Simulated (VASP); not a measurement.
**SnGe (relaxed from the wurtzite structure, space group P6_3mc): computed properties**

Method: LDA (Ceperley-Alder, Perdew-Zunger), VASP's LDA PAW potentials (set 64) (plane waves; VASP 6.6.1).

```
Property                                                                                  Value
----------------------------------  -----------------------------------------------------------
space group                                                                        P6_3mc (186)
cell                                a = b = 4.2730 Å, c = 7.0041 Å, α = β = 90.00°, γ = 120.00°
volume per atom                                                                   27.69 Å³/atom
band gap (over mesh and band path)                     none (metal, semimetal or under 0.01 eV)
band gap with spin-orbit coupling                                                       0.04 eV
density                                                                              5.74 g/cm³
```

```cif
data_Ge2Sn2
_chemical_formula_sum 'Sn2 Ge2'
_space_group_name_H-M_alt 'P 1'
_space_group_IT_number 1
_cell_length_a 4.27300
_cell_length_b 4.27300
_cell_length_c 7.00411
_cell_angle_alpha 90.000
_cell_angle_beta 90.000
_cell_angle_gamma 120.000
loop_
_space_group_symop_operation_xyz
  'x, y, z'
loop_
_atom_site_label
_atom_site_type_symbol
_atom_site_fract_x
_atom_site_fract_y
_atom_site_fract_z
_atom_site_occupancy
Sn1 Sn 0.66667 0.33333 0.00036 1
Sn2 Sn 0.33333 0.66667 0.50036 1
Ge1 Ge 0.66667 0.33333 0.62484 1
Ge2 Ge 0.33333 0.66667 0.12484 1
```

Unless said otherwise, spin-orbit coupling is left out, though it shifts the bands of the heavy elements here.

The structure was generated: SnGe was put into the wurtzite type (P6_3mc), which need not be its known phase. It was relaxed first, which changed the volume by -12 %. Symmetry was kept, so distortions that lower it aren't found.
